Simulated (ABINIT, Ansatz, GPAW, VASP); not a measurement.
Code comparison for PbO₂ (P4_2/mnm, 6 atoms in the cell)

Self-consistent single point.

```xyz
6
Lattice="4.9600 0.0000 0.0000 0.0000 4.9600 0.0000 0.0000 0.0000 3.3900" Properties=species:S:1:pos:R:3 pbc="T T T"
Pb     0.0000     0.0000     0.0000
Pb     2.4800     2.4800     1.6950
O      1.5227     1.5227     0.0000
O      4.0027     0.9573     1.6950
O      0.9573     4.0027     1.6950
O      3.4373     3.4373     0.0000
```

All programs got the same cell, k-point mesh and kind of occupations (in Ansatz's words: kpoints.mp_grid.grid = 5 5 7; scf.occupations.method = gaussian; scf.occupations.width = 0.1 eV); potentials, basis and cutoffs are each program's usual ones.

```tsv
code	model	pressure (GPa)	largest force (eV/Å)	cutoff
ABINIT	PBE, norm-conserving pseudopotentials (PseudoDojo nc-sr-05 PBE standard)	8.17	0.024	42 Ha
VASP	PBE, VASP's PBE PAW potentials (set 64)	3.97	0.042	400 eV
Ansatz	PBE, default PAW files	8.07	0.033	default
GPAW	PBE, GPAW PAW datasets PBE (gpaw-data 1.0.1)	–	0.014	950 eV
```

A dash marks a value that a program does not give, or that is left out as unsure.

No clean gap comes from ABINIT, VASP and GPAW: levels at the Fermi energy touch, overlap or are partly filled at this smearing.

The spread over the programs that give each value: pressure within 4.20 GPa; largest force within 0.028 eV/Å.

The starting cell has typed, rounded lattice constants, without a prior relaxation at this level. On Ansatz's run: Spin-orbit coupling is off. In the base run, with a pressure of about 9 GPa the cell is away from its equilibrium volume at this level. A gap is left out here, as mesh or smearing make it unsure.

Question: Why do the programs differ, and what cannot be compared?

Answer: Differences of this kind can come from the potentials, where these differ, and from what each basis and cutoff leave unconverged. The zero of total energies and Fermi levels follows the potentials and each program's conventions, so they are not compared here. Ansatz's pressure is given at a fixed set of plane waves, as the other plane-wave codes print theirs; with its correction for the finite basis it is 8.66 GPa (the shift of 0.59 GPa shows how far the cutoff is from converged). The pressure of GPAW is left out: its cutoff lies under the one at which its stress was checked. In the pressure, VASP (by 4.10) lies more than 1 GPa from the median of the plane-wave programs.

VASP's run is marked for a possible Pulay error in its stress at this cutoff; no cutoff test was made.

Left out of this page: Quantum ESPRESSO, CP2K, Elk, FLEUR and SIESTA (not drawn, or without a comparable value).

Ansatz is a program for electronic structure.

Keys are those of Ansatz 0.2.
